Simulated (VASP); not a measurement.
Input of a VASP 6.6.1 run:

Contents of INCAR:

```
SYSTEM = Bi2Ru2O7
ALGO = Normal
EDIFF = 1E-6
EDIFFG = -0.01
ENCUT = 600
IBRION = 2
ISIF = 3
ISMEAR = 1
KPAR = 8
LASPH = .True.
LCHARG = .False.
LMIXTAU = .True.
LREAL = .False.
LWAVE = .False.
METAGGA = R2SCAN
NELM = 80
NSW = 90
PREC = Accurate
SIGMA = 0.1
```

File KPOINTS:

```
k-points
0
Gamma
  6 6 6
  0 0 0
```

File POSCAR:

```
Bi2Ru2O7
1.0
    0.0000000000      5.1405444400      5.1405444400
    5.1405444400      0.0000000000      5.1405444400
    5.1405444400      5.1405444400      0.0000000000
Bi Ru O
4 4 14
Direct
    0.6250000000      0.6250000000      0.1250000000
    0.6250000000      0.1250000000      0.6250000000
    0.1250000000      0.6250000000      0.6250000000
    0.6250000000      0.6250000000      0.6250000000
    0.1250000000      0.1250000000      0.6250000000
    0.1250000000      0.6250000000      0.1250000000
    0.6250000000      0.1250000000      0.1250000000
    0.1250000000      0.1250000000      0.1250000000
    0.7500000000      0.7500000000      0.7500000000
    0.5000000000      0.5000000000      0.5000000000
    0.0462321400      0.4537678600      0.0462321400
    0.7962321400      0.2037678600      0.7962321400
    0.0462321400      0.0462321400      0.4537678600
    0.4537678600      0.0462321400      0.0462321400
    0.0462321400      0.4537678600      0.4537678600
    0.4537678600      0.4537678600      0.0462321400
    0.4537678600      0.0462321400      0.4537678600
    0.2037678600      0.7962321400      0.7962321400
    0.7962321400      0.2037678600      0.2037678600
    0.2037678600      0.7962321400      0.2037678600
    0.7962321400      0.7962321400      0.2037678600
    0.2037678600      0.2037678600      0.7962321400
```

Potentials or basis: VASP PAW PBE potentials, release 64 (Bi_d, Ru_pv, O).

Launch:

```console
$ cat potpaw_PBE.64/Bi_d/POTCAR potpaw_PBE.64/Ru_pv/POTCAR potpaw_PBE.64/O/POTCAR > POTCAR
$ mpirun -np 8 vasp_std > vasp.out
```

Estimate the relaxed volume.

12.39 Å³/atom.

What does it give for the relaxed cell?

a = 7.277 Å, b = 7.277 Å, c = 7.277 Å, α = 60.00°, β = 60.00°, γ = 60.00°.

Step by step:
```tsv
step	energy change (eV)	largest force (eV/Å)	pressure (GPa)	volume (Å³)
1	0.0000	0.0098	0.59	271.68
2	0.0009	0.0370	-0.77	273.46
3	-0.0014	0.0217	-0.02	272.46
4	-0.0014	0.0217	-0.03	272.45
5	-0.0011	0.0157	0.29	272.06
6	-0.0014	0.0213	0.01	272.42
7	-0.0016	0.0127	0.02	272.46
8	-0.0017	0.0012	0.03	272.51
```

Caveat: the PAW data sets were made with another functional, which shifts forces and pressure a little.
